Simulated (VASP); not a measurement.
The input files of a VASP run:

KPOINTS:
```
Automatic mesh
0
Gamma
6 6 6
0 0 0
```

### POSCAR
```
GaSb
1
    0.0000000000     3.1110000000     3.1110000000
    3.1110000000     0.0000000000     3.1110000000
    3.1110000000     3.1110000000     0.0000000000
Ga Sb
1 1
Direct
  0.0000000000   0.0000000000   0.0000000000
  0.2500000000   0.2500000000   0.2500000000
```

INCAR:
```
SYSTEM = GaSb
PREC = Accurate
ENCUT = 400
EDIFF = 1E-6
NELM = 100
ALGO = Normal
LREAL = .FALSE.
LASPH = .TRUE.
ISMEAR = 0
SIGMA = 0.05
GGA = PE
LMAXMIX = 4
LWAVE = .FALSE.
LCHARG = .FALSE.
ISIF = 2
```

POTCAR, in this order: Ga_d Sb (PBE.64 set). Program: vasp_gam.

Task: Does this input run properly? What does VASP do?

Result: There is a fault: the Γ-only program was given a k-mesh. VASP stops with an error: You are using the Gamma-point-only version with more than one k-point or some other non-Gamma k-point. ----> I REFUSE TO CONTINUE WITH THIS SICK JOB ... BYE!!! <----

standard output:
```
 POSCAR found type information on POSCAR GaSb
 POSCAR found :  2 types and       2 ions
 Reading from existing POTCAR
 Reading from existing POTCAR
 LDA part: xc-table for (Slater+PW92), standard interpolation

 -----------------------------------------------------------------------------
|                                                                             |
|     EEEEEEE  RRRRRR   RRRRRR   OOOOOOO  RRRRRR      ###     ###     ###     |
|     E        R     R  R     R  O     O  R     R     ###     ###     ###     |
|     E        R     R  R     R  O     O  R     R     ###     ###     ###     |
|     EEEEE    RRRRRR   RRRRRR   O     O  RRRRRR       #       #       #      |
|     E        R   R    R   R    O     O  R   R                               |
|     E        R    R   R    R   O     O  R    R      ###     ###     ###     |
|     EEEEEEE  R     R  R     R  OOOOOOO  R     R     ###     ###     ###     |
|                                                                             |
|     You are using the Gamma-point-only version with more than one           |
|     k-point or some other non-Gamma k-point.                                |
|                                                                             |
|       ---->  I REFUSE TO CONTINUE WITH THIS SICK JOB ... BYE!!! <----       |
|                                                                             |
 -----------------------------------------------------------------------------
```

To mend it, run vasp_std.

The mended run (PBE GGA, plane waves, VASP's PBE PAW potentials (set 64)) converges, and its OSZICAR ends with
```
   1 F= -.73422060E+01 E0= -.73420275E+01  d E =-.357089E-03
```

The compound is GaSb in the zinc blende structure. The cell was not relaxed at this level.
